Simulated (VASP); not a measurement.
Consider the following.

```yaml
crystal:
  lattice:
    - [4.23304, 0.00000, 0.00000]
    - [0.00000, 4.23304, 0.00000]
    - [0.00000, 0.00000, 2.69333]
  atoms:
    - { symbol: Si, position: [0.00000, 0.00000, 0.00000] }
    - { symbol: Si, position: [0.50000, 0.50000, 0.50000] }
    - { symbol: O, position: [0.30681, 0.30681, 0.00000] }
    - { symbol: O, position: [0.80681, 0.19319, 0.50000] }
    - { symbol: O, position: [0.19319, 0.80681, 0.50000] }
    - { symbol: O, position: [0.69319, 0.69319, 0.00000] }
```

All values below come from PBE GGA, VASP's PBE PAW potentials (set 64) (plane waves; VASP). Run with 520 eV cut-off, Gaussian smearing of 0.050 eV, potentials Si O.

Task: Give the energies of bands 6 to 19 at the high-symmetry points, in eV from the valence-band maximum.

Result: 
```csv
band,Γ,X,M,Z,R,A
6,-6.23,-9.08,-7.72,-9.36,-9.22,-10.52
7,-6.23,-4.44,-5.76,-6.71,-7.87,-7.89
8,-5.93,-4.44,-5.76,-6.71,-7.87,-7.89
9,-5.23,-4.36,-3.95,-6.13,-6.36,-4.46
10,-4.95,-4.36,-3.95,-6.13,-6.36,-4.46
11,-3.03,-3.70,-3.15,-4.47,-3.81,-4.35
12,-3.03,-3.70,-3.15,-4.47,-3.81,-4.35
13,-2.50,-2.62,-2.55,-2.88,-2.21,-1.72
14,-0.85,-2.62,-2.55,-2.88,-2.21,-1.72
15,-0.85,-1.04,-2.17,-2.56,-1.67,-1.47
16,0.00,-1.04,-2.17,-2.56,-1.67,-1.47
17,5.02,7.29,7.00,8.63,8.43,6.80
18,6.58,7.29,7.00,8.63,8.43,6.80
19,8.27,8.86,9.76,12.24,9.45,10.70
```

The gap is direct, 5.02 eV, from the valence maximum at Γ to the conduction minimum at Γ.

The compound is SiO2 in the rutile structure, stishovite, a high-pressure form. It was relaxed first.
